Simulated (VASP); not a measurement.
A convergence study with VASP on Na (bcc): one setting is varied, all else stays as given below, so the limit is that of these other settings. The cell's lengths are 1 % over those of the tabulated start, so it is off equilibrium.

```
CELL_PARAMETERS angstrom
     -2.15130     2.15130     2.15130
      2.15130    -2.15130     2.15130
      2.15130     2.15130    -2.15130
ATOMIC_POSITIONS crystal
  Na 0.00000 0.00000 0.00000
```

Level of theory: PBE GGA, VASP's PBE PAW potentials (set 64) (plane waves; VASP 6.6.1). The tightest run used: 1000 eV cut-off, 13×13×13 Γ-centred mesh, first-order Methfessel-Paxton smearing of 0.10 eV, potentials Na_pv.

```csv
setting,E (eV/atom),pressure (GPa),plane waves
ENCUT = 150,3.0999,-137.59,177
ENCUT = 200,-1.0114,-21.14,263
ENCUT = 250,-1.2955,-2.90,370
```

Task: These are the cheaper rows. Estimate the results at ENCUT = 1000, and how far the last row shown lies from them.

Result: 
| quantity | tightest run | last row shown is off by |
|---|---|---|
| E (eV/atom) | -1.3049 | 0.0094 |
| pressure (GPa) | -0.50 | -2.39 |

Left out are rungs that failed or repeat a setting and relaxations that didn't move; long series are thinned to 24 rows.

The compound is Na in the bcc structure. The cell was not relaxed at this level.
